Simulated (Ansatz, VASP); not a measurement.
**Mo (linear Mo chain): VASP beside Ansatz**

Wanted: the spread between two codes on one cell, functional and k mesh. The cell is taken from a series of runs on this material, whose earlier steps may have relaxed, scaled, displaced or heated it; both programs get it as it stands.

Calculated with Ansatz 0.2.0; plane waves, with VASP 6.6.1 beside it; single point at PBE.

## 1. The structure

The cell holds 1 atom: 1 Mo. Cell: a = 7.500 Å, b = 7.500 Å, c = 2.865 Å, α = 90.0°, β = 90.0°, γ = 90.0°. Vacuum lies along a and b. The structure's axis is c.

## 2. Ansatz: single point, PBE

Ansatz runs on its default PAW (the set named soft_2) files.

With cell and atoms fixed, the geometry can't cause a difference; cores, projectors, grids and the points listed under the comparison can.

File input.yaml:

```yaml
crystal:
  lattice:
    - [7.5, 0.0, 0.0]
    - [0.0, 7.5, 0.0]
    - [0.0, 0.0, 2.865443531]
  atoms:
    - { symbol: Mo, position: [0.5, 0.5, 0.0], spin: 3.0 }
magnetization:
  spin_polarized: true
kpoints:
  mp_grid: { grid: [1, 1, 28] }
scf:
  occupations: { method: fermi_dirac, width: 0.05 }
hamiltonian:
  xc: pbe
output:
  transmission:
    e_range: [-2, 2]
    de: 0.035
    kmesh: [1, 1]
    reduced_basis: true
    leads: [[0, 0]]
  stress: true
```

On the command line:

```sh
$ ansatz run input.yaml --threads 4 --pin off --max-ram 8192MiB --backend cpu --events-out ev --progress --plain --runs-dir out
```

Numbers of over 12 decimals in the logs are rounded to 6 here.

What it wrote:

```text
Engine: ansatz 0.2.0, aarch64-unknown-linux-gnu
Pseudopotentials: kind: paw
Pseudopotential: Mo, paw, valence charge 14, recommended cutoff 420 eV (normal), Mo.paw.azcp
Functional definition: PBE
  parameter kappa = 0.804
  parameter beta = 0.066725
  exchange = pbe_x(kappa = kappa, mu = beta*pi^2/3)
  correlation = pbe_c(beta = beta)
Crystal: 1 atoms, lattice volume = 161.181 Å³
Basis set: ecut = 420 eV, 3145 PW (Γ)
Bands: 13, of which v1, the nominal top of the filled ones, is band 7 counted from 1 (6 counted from 0)
Symmetry: 16 space group operations
Space group: P4/mmm (ITA 123), of the structure as read, at distance tolerance 5.4e-5 Å
Magnetic group: BNS 123.339 (UNI 999), of the structure as read, at distance tolerance 5.4e-5 Å
k-points: 15 of 28
Non-local potential: Mo, projectors of the file, l = 0: 3, l = 1: 2, l = 2: 2, l = 3: 1
PAW form: soft (Blöchl's): semilocal exchange-correlation on the pseudo side does not see the compensation charge
PAW one-centre angular grid: Mo, 590 points (default); XC on 64 Gauss nodes
Initial density: superposition of atomic densities (neutral atoms: chi_scale 0, normalization atom)
Starting moments: Σ|m| = 3 μB on 1 of 1 site
Initial wavefunctions: pseudopotential atomic-orbital guess
Functional: x = pbe(κ = 0.804, μ = 0.219515), c = pbe(β = 0.066725)
iter 1 solved again at ethr=2.33e-3 eV; its pass at ethr=3.10e-3 eV (dr2=3.26e-1 eV) is discarded
SCF iter   1: F=—  HF=-4950.365024 eV  |F-HF|=—  |Δ(HF+E_count)|=         —  Δρ=1.33e-2 (↑1.04e-2 ↓1.33e-2)  dr2=3.30e-1  dr2_m=1.52e-1  M=3.651 μB ∫|m|=3.651 μB  β_m=0.30  ethr=2.33e-3  ⟨swp⟩=1.0  Hψ=2620  notcnv=0
Mixer restart at iter 1: flushing history
preconditioner: auto → LDOS  [metal: Δε(μ)=0.022 eV  Ē_g=4.099 eV  σ=0.050 eV  W_gap=0.11  n_scr=12 (ndim 8)  ℏωp=7.2 eV  f_vac=0.605  D(μ)=3.22/eV (n_scr^D=20)]
spin=Collinear: LDOS preconditioning applied to the charge; magnetization (m = ρ↑ − ρ↓) channel mixes plain (no charge-response kernel on spin).
SCF iter   2: F=—  HF=-4950.364769 eV  |F-HF|=—  |Δ(HF+E_count)|=   2.54e-4  Δρ=1.01e-2 (↑8.20e-3 ↓1.01e-2)  dr2=1.80e-1  dr2_m=9.37e-2  M=3.794 μB ∫|m|=3.794 μB  β_m=0.65  ethr=2.33e-3  ⟨swp⟩=1.8  Hψ=506  notcnv=0
SCF iter   3: F=—  HF=-4950.446138 eV  |F-HF|=—  |Δ(HF+E_count)|=   8.14e-2  Δρ=2.44e-3 (↑2.44e-3 ↓2.21e-3)  dr2=1.04e-2  dr2_m=2.10e-3  M=4.056 μB ∫|m|=4.056 μB  β_m=0.74  ethr=1.29e-3  ⟨swp⟩=2.7  Hψ=793  notcnv=0
SCF iter   4: F=—  HF=-4950.466904 eV  |F-HF|=—  |Δ(HF+E_count)|=   2.08e-2  Δρ=1.04e-3 (↑1.04e-3 ↓1.03e-3)  dr2=2.53e-3  dr2_m=6.09e-4  M=4.103 μB ∫|m|=4.104 μB  β_m=0.87  ethr=7.45e-5  ⟨swp⟩=2.8  Hψ=802  notcnv=0  defer=3
SCF iter   5: F=—  HF=-4950.470433 eV  |F-HF|=—  |Δ(HF+E_count)|=   3.53e-3  Δρ=4.10e-4 (↑4.10e-4 ↓3.04e-4)  dr2=1.71e-4  dr2_m=1.66e-4  M=4.151 μB ∫|m|=4.151 μB  β_m=0.94  ethr=1.80e-5  ⟨swp⟩=2.6  Hψ=726  notcnv=0  defer=3
SCF iter   6: F=—  HF=-4950.470656 eV  |F-HF|=—  |Δ(HF+E_count)|=   2.23e-4  Δρ=2.57e-4 (↑2.57e-4 ↓1.99e-4)  dr2=3.14e-5  dr2_m=7.15e-5  M=4.178 μB ∫|m|=4.178 μB  β_m=0.97  ethr=1.22e-6  ⟨swp⟩=2.6  Hψ=685  notcnv=0  defer=3
SCF iter   7: F=—  HF=-4950.470784 eV  |F-HF|=—  |Δ(HF+E_count)|=   1.28e-4  Δρ=1.26e-4 (↑1.25e-4 ↓1.26e-4)  dr2=3.59e-6  dr2_m=2.17e-5  M=4.207 μB ∫|m|=4.207 μB  β_m=0.98  ethr=2.24e-7  ⟨swp⟩=2.3  Hψ=721  notcnv=0  defer=3
SCF iter   8: F=—  HF=-4950.470821 eV  |F-HF|=—  |Δ(HF+E_count)|=   3.68e-5  Δρ=3.62e-5 (↑3.62e-5 ↓3.03e-5)  dr2=1.21e-6  dr2_m=1.28e-6  M=4.238 μB ∫|m|=4.238 μB  β_m=0.98  ethr=2.56e-8  ⟨swp⟩=2.9  Hψ=781  notcnv=0  defer=3
SCF iter   9: F=—  HF=-4950.470827 eV  |F-HF|=—  |Δ(HF+E_count)|=   6.20e-6  Δρ=4.31e-6 (↑4.31e-6 ↓3.04e-6)  dr2=4.46e-8  dr2_m=3.05e-9  M=4.231 μB ∫|m|=4.231 μB  β_m=0.99  ethr=8.63e-9  ⟨swp⟩=2.0  Hψ=662  notcnv=0  defer=3
SCF iter  10: F=-4950.470827 eV  HF=-4950.470827 eV  |F-HF|=1.20e-10  |Δ(HF+E_count)|=   1.84e-7  Δρ=1.30e-6 (↑1.30e-6 ↓9.28e-7)  dr2=7.53e-9  dr2_m=4.14e-10  M=4.230 μB ∫|m|=4.230 μB  ethr=3.19e-10  ⟨swp⟩=3.5  Hψ=1589  notcnv=0
SCF 1 converged in 10 iterations: F = -4950.470827 eV  dr2 = 7.53e-9
  greatest PAW one-centre occupation: 0.999 electrons in one spin orbital (limit 2), on the Mo atom at site 0 (counted from 0), in its partial waves of l = 0
transmission: 8 of 48 steps passed
transmission: 12 of 48 steps passed
[...]
transmission: 48 of 48 steps passed
SCF converged after 10 iterations
Magnetization: 4.2303 μB (9.1151 up, 4.8849 down)
Absolute magnetization: 4.2303 μB (∫|ρ↑−ρ↓|, with the PAW one-centre terms)
Spin contamination: 0.0013 ħ² per cell (⟨S²⟩ above its minimum at these occupations)
Per-site moments (μB) at R_I (Å): [(2.913951, 1.181995)]
Free energy (F): -4950.470827 eV
Harris-Foulkes:  -4950.470827 eV  (|F-HF|=1.20e-10)
Internal energy: -4950.450763 eV  (E = F + TS)
E sigma→0 (E₀):  -4950.460795 eV
Entropy (-TS):   -0.020064 eV (-20.064 meV/atom)
Fermi energy:    -1.453061 eV
--- Per-component energies (eV) ---
  E_band       = -355.286696
  E_kinetic    = 437.604969
  E_local      = -2822.758392  (includes V_loc(G=0)·N_el)
  E_nonlocal   = 149.189185
  E_hartree    = 1124.912709
  E_xc         = -178.660472
  E_vxc        = -222.342412  (∫ρ·V_xc dr)
  E_paw        = -3203.439965  (= ΣΔE_a)
  E_vpaw       = -146.809509  (= ΣTr[D̂ρ^β])
  E_aug_tail   = 0.000044  (compensation charges beyond the density's cutoff)
  E_ewald      = -457.298842
  E_smearing   = -0.020064  (= −TS)
  E_closure    = -0.000000  (closes the sum)
  Σ components = -4950.470827   (vs F -4950.470827, Δ=0.00e0)
--- Stress (GPa, compression-positive) ---
       -0.179834       0.000000       0.000000
        0.000000      -0.179834       0.000000
        0.000000       0.000000      -2.735885
  P = ⅓ Tr σ = -1.0319 GPa (-10.319 kbar)
--- Band table (eV; the first three rows and the last of 30) ---
  k-point 0 ↑: bands = [... 3 lower, -36.6492, -4.9636, -3.0824, -2.7708, -2.7522, -0.5915, -0.5915, 0.2627, ... 2 higher]
  k-point 1 ↑: bands = [... 3 lower, -36.6570, -4.9150, -3.0667, -2.7630, -2.7446, -0.7135, -0.7135, 0.3782, ... 2 higher]
  k-point 2 ↑: bands = [... 3 lower, -36.6799, -4.7701, -3.0198, -2.7397, -2.7219, -0.9787, -0.9787, 0.6265, ... 2 higher]
  k-point 14 ↓: bands = [... 3 lower, -34.6967, -1.6554, -1.6554, 0.8082, 0.8210, 1.1046, 2.2176, 5.7143, ... 2 higher]
--- Transmission ---
  basis      : 497 plane waves across, 4 finite elements along
  points     : 1, standing for a mesh of 1 x 1
  filling    : by the input's occupations and mesh, since the crystals that have channels conduct as metals do. If one of these is a semiconductor, that mesh has misplaced its level
  energies   : 115 from -2.000000 to 1.990000 eV about the Fermi level, 0.035000 eV apart; the leads are filled to 0.000000 eV, and channels, transmission and decay are at -0.005000 eV
  crystal 0  : Mo1, at the sites [0, 0], period 2.8654 Å: whole cells are its period
    offset         : up to 0.0000 Å between an atom of the period and one for which it stands
    filled         : 11.7 meV over the level at which it is neutral
    channels       : 3.000000e0 up, 3.000000e0 down
    conductance    : 4.3844e14 S/m² at 300 K; may be off by some 0.0 % by where its bands' edges are placed, 1.7 % from the distance to neutral
```

Reading the cycles: dr2 is the Hartree energy of the density residual (eV), the measure of convergence; HF is the Harris–Foulkes estimate of the energy, which meets the free energy F at convergence.

## 3. VASP: single point, PBE

The same cell, functional, mesh and smearing now go to VASP, with its own data sets.

Lines of VASP's logs that name or quote its potential files are left out, and so is its time.

File INCAR:

```
SYSTEM = Mo
PREC = Accurate
ENCUT = 500
EDIFF = 1E-06
NELM = 200
ISMEAR = -1
SIGMA = 0.05
LREAL = .FALSE.
ALGO = Normal
GGA = PE
NBANDS = 15
ISPIN = 2
MAGMOM = 2.91
LASPH = .TRUE.
LMAXMIX = 4
LORBIT = 11
LWAVE = .FALSE.
LCHARG = .FALSE.
ISIF = 2
GGA_COMPAT = .FALSE.
```

File POSCAR:

```
Mo
1.0
    7.5000000000      0.0000000000      0.0000000000
    0.0000000000      7.5000000000      0.0000000000
    0.0000000000      0.0000000000      2.8654435310
Mo
1
Direct
    0.5000000000      0.5000000000      0.0000000000
```

File KPOINTS:

```
Automatic mesh
0
Gamma
1 1 28
0 0 0
```

Potentials, in the order of the species: Mo_sv (PBE family, release 64).

On the command line:

```sh
$ mpirun -np 1 vasp_std
```

What it wrote:

```text
[banner, memory and clock lines left out]
running    1 mpi-ranks, on    1 nodes
 distrk:  each k-point on    1 cores,    1 groups
 distr:  one band on    1 cores,    1 groups

 POSCAR found type information on POSCAR Mo
 POSCAR found :  1 types and       1 ions
 LDA part: xc-table for (Slater+PW92), standard interpolation
 POSCAR, INCAR and KPOINTS ok, starting setup
 FFT: planning ... GRIDC
 FFT: planning ... GRID_SOFT
 FFT: planning ... GRID
 WAVECAR not read
 entering main loop
       N       E                     dE             d eps       ncg     rms          rms(c)
DAV:   1     0.352644640350E+02    0.35264E+02   -0.77383E+03  1364   0.636E+02
DAV:   2    -0.296145318794E+01   -0.38226E+02   -0.34266E+02  1180   0.137E+02
DAV:   3    -0.481925166918E+01   -0.18578E+01   -0.16236E+01  1026   0.203E+01
DAV:   4    -0.484356311030E+01   -0.24311E-01   -0.24264E-01  1016   0.236E+00
DAV:   5    -0.484391668313E+01   -0.35357E-03   -0.35355E-03  1155   0.271E-01    0.578E+00
DAV:   6    -0.531037518419E+01   -0.46646E+00   -0.89084E-01   914   0.739E+00    0.261E+00
DAV:   7    -0.537013004165E+01   -0.59755E-01   -0.70215E-02   900   0.223E+00    0.947E-01
DAV:   8    -0.538265484501E+01   -0.12525E-01   -0.15955E-02   921   0.751E-01    0.607E-01
DAV:   9    -0.539204131120E+01   -0.93865E-02   -0.24635E-03   900   0.364E-01    0.305E-01
DAV:  10    -0.539600999911E+01   -0.39687E-02   -0.97294E-04   914   0.218E-01    0.228E-01
DAV:  11    -0.539966486317E+01   -0.36549E-02   -0.84143E-04   900   0.221E-01    0.164E-01
DAV:  12    -0.540400647659E+01   -0.43416E-02   -0.18017E-03   907   0.301E-01    0.100E-01
DAV:  13    -0.540532877410E+01   -0.13223E-02   -0.45431E-04   900   0.149E-01    0.752E-02
DAV:  14    -0.540572794808E+01   -0.39917E-03   -0.30924E-04   900   0.107E-01    0.593E-02
DAV:  15    -0.540600919882E+01   -0.28125E-03   -0.28445E-04   900   0.104E-01    0.328E-02
DAV:  16    -0.540641934823E+01   -0.41015E-03   -0.12255E-04   900   0.583E-02    0.908E-03
DAV:  17    -0.540665855073E+01   -0.23920E-03   -0.32175E-05   900   0.232E-02    0.623E-03
DAV:  18    -0.540675571493E+01   -0.97164E-04   -0.12869E-05   860   0.145E-02    0.551E-03
DAV:  19    -0.540676185897E+01   -0.61440E-05   -0.39490E-06   935   0.127E-02    0.189E-03
DAV:  20    -0.540677869093E+01   -0.16832E-04   -0.32423E-06   850   0.768E-03    0.123E-03
DAV:  21    -0.540678755925E+01   -0.88683E-05   -0.30057E-06   878   0.556E-03    0.487E-04
DAV:  22    -0.540678768551E+01   -0.12626E-06   -0.10618E-06   850   0.537E-03
   1 F= -.54067877E+01 E0= -.53967572E+01  d E =-.200609E-01  mag=     4.2281
```

OUTCAR, selected parts (step 3):

```text
ion  position               nearest neighbor table
   1  0.500  0.500  0.000-

  LATTYP: Found a simple tetragonal cell.
 ALAT       =     7.5000000000
 C/A-ratio  =     0.3820591375

 Subroutine GETGRP returns: Found 16 space group operations
 (whereof 16 operations were pure point group operations)

The static configuration has the point symmetry D_4h.

 Found     15 irreducible k-points:

   k-points           NKPTS =     15   k-points in BZ     NKDIM =     15   number of bands    NBANDS=     15

   dimension x,y,z NGX =    56 NGY =   56 NGZ =   24
   dimension x,y,z NGXF=   112 NGYF=  112 NGZF=   48

   ENCUT  =  500.0 eV  36.75 Ry    6.06 a.u.  13.67 13.67  5.22*2*pi/ulx,y,z

   NELECT =      14.0000    total number of electrons

 k-points in reciprocal lattice and weights: Automatic mesh
   0.00000000  0.00000000  0.00000000       0.036
   0.00000000  0.00000000  0.03571429       0.071
   0.00000000  0.00000000  0.07142857       0.071
   0.00000000  0.00000000  0.10714286       0.071
   0.00000000  0.00000000  0.14285714       0.071
   0.00000000  0.00000000  0.17857143       0.071
   0.00000000  0.00000000  0.21428571       0.071
   0.00000000  0.00000000  0.25000000       0.071
   0.00000000  0.00000000  0.28571429       0.071
[...]
0.00000000  0.00000000  0.46428571       0.071
   0.00000000  0.00000000  0.50000000       0.036

 average (electrostatic) potential at core
       1 -83.4481

 E-fermi :  -2.2831

 spin component 1
 k-point     1 :       0.0000    0.0000    0.0000
  band No.  band energies     occupation
    ...
      4     -37.4847      1.00000
      5      -5.7960      1.00000
      6      -3.9137      1.00000
      7      -3.5978      1.00000
      8      -3.5791      1.00000
      9      -1.4173      0.00000
     10      -1.4173      0.00000
     11      -0.5646      0.00000
     12      -0.5646      0.00000
     13       1.3931      0.00000
    ...

 k-point     2 :       0.0000    0.0000    0.0357
  band No.  band energies     occupation
    ...
      4     -37.4925      1.00000
      5      -5.7474      1.00000
      6      -3.8980      1.00000
      7      -3.5899      1.00000
      8      -3.5714      1.00000
      9      -1.5394      0.00000
     10      -1.5394      0.00000
     11      -0.4490      0.00000
     12      -0.4490      0.00000
     13       1.4146      0.00000
    ...

 k-point     3 :       0.0000    0.0000    0.0714
  band No.  band energies     occupation
    ...
      4     -37.5153      1.00000
      5      -5.6022      1.00000
      6      -3.8511      1.00000
      7      -3.5666      1.00000
      8      -3.5488      1.00000
      9      -1.8048      0.00007
     10      -1.8048      0.00007
     11      -0.2007      0.00000
     12      -0.2007      0.00000
     13       1.4793      0.00000
    ...

 k-point     4 :       0.0000    0.0000    0.1071
  band No.  band energies     occupation
    ...
      4     -37.5520      1.00000
      5      -5.3631      1.00000
      6      -3.7742      1.00000
      7      -3.5289      1.00000
      8      -3.5121      1.00000
      9      -2.1172      0.03497
     10      -2.1172      0.03497
     11       0.0909      0.00000
     12       0.0909      0.00000
     13       1.5871      0.00000
    ...

 k-point     5 :       0.0000    0.0000    0.1429
  band No.  band energies     occupation
    ...
      6      -3.6690      1.00000
      7      -3.4781      1.00000
      8      -3.4627      1.00000
      9      -2.4425      0.96039
     10      -2.4425      0.96039
     11       0.4016      0.00000
     12       0.4016      0.00000
     13       1.7382      0.00000
     14       2.7779      0.00000
     15       4.5990      0.00000

 k-point     6 :       0.0000    0.0000    0.1786
  band No.  band energies     occupation
    ...
      6      -3.5381      1.00000
      7      -3.4164      1.00000
      8      -3.4026      1.00000
      9      -2.7654      0.99994
     10      -2.7654      0.99994
     11       0.7273      0.00000
     12       0.7273      0.00000
     13       1.9328      0.00000
     14       2.9624      0.00000
     15       4.8328      0.00000

  Total       -0.1859130     -0.1859130     -2.7452375      0.0000000      0.0000000      0.0000000
  in kB       -1.8480174     -1.8480174    -27.2882780      0.0000000      0.0000000      0.0000000
  external PRESSURE =     -10.3281043 kB  Pullay stress =       0.0000000 kB

  energy-cutoff  :      500.00
  volume of cell :      161.18
      direct lattice vectors                 reciprocal lattice vectors
     7.500000000  0.000000000  0.000000000     0.133333333  0.000000000  0.000000000
     0.000000000  7.500000000  0.000000000     0.000000000  0.133333333  0.000000000
     0.000000000  0.000000000  2.865443531     0.000000000  0.000000000  0.348986113

 POSITION                                       TOTAL-FORCE (eV/Angst)
 -----------------------------------------------------------------------------------
      3.75000      3.75000      0.00000         0.000000      0.000000      0.000000
 -----------------------------------------------------------------------------------
    total drift:                                0.000000      0.000000      0.000000

  FREE ENERGIE OF THE ION-ELECTRON SYSTEM (eV)
  ---------------------------------------------------
  free  energy   TOTEN  =        -5.4067876855 eV

  energy  without entropy=       -5.3867267858  energy(sigma->0) =       -5.39675724

 total charge
# of ion       s       p       d       tot
------------------------------------------
    1        2.322   5.979   3.875  12.176

 magnetization (x)
# of ion       s       p       d       tot
------------------------------------------
    1        0.138   0.035   2.950   3.123

[... 6 further parts left out ...]
```

## 4. Comparison

Known differences besides the potentials themselves: VASP starts from the moments at which Ansatz ended; the cutoff is 420 eV in Ansatz and 500 eV in VASP; site moments are counted in spheres of each program's own size. Total energies have different zeros and are not compared.

Compared:

| quantity | Ansatz | VASP | difference |
| --- | --- | --- | --- |
| pressure (GPa) | -1.03 | -1.03 | 0.00 |
| total moment (μB) | 4.23 | 4.23 | 0.00 |
| moment on Mo1 (μB) | 2.91 | 3.12 | -0.21 |

## 5. Summary of results

```
difference in total moment (single point, PBE) : 0.0022 μB
```

The difference in total moment is 0.0022 μB (single point, PBE). Such differences can come from data sets, numerical settings and the points named under the comparisons, not from the functional's error against experiment.

[Lines on the potential files, build, host, timing and source positions are cut from VASP's logs without a mark.]

[Logs are printed without paths, hosts, clocks, repeated set-up lines and the standing remarks that a program may print on its own settings, such as how far it seeks lower states.]

[Hosts, paths, dates, database ids (printed as entryN), source tags and the programs' standing remarks are cut or masked in the printed files.]
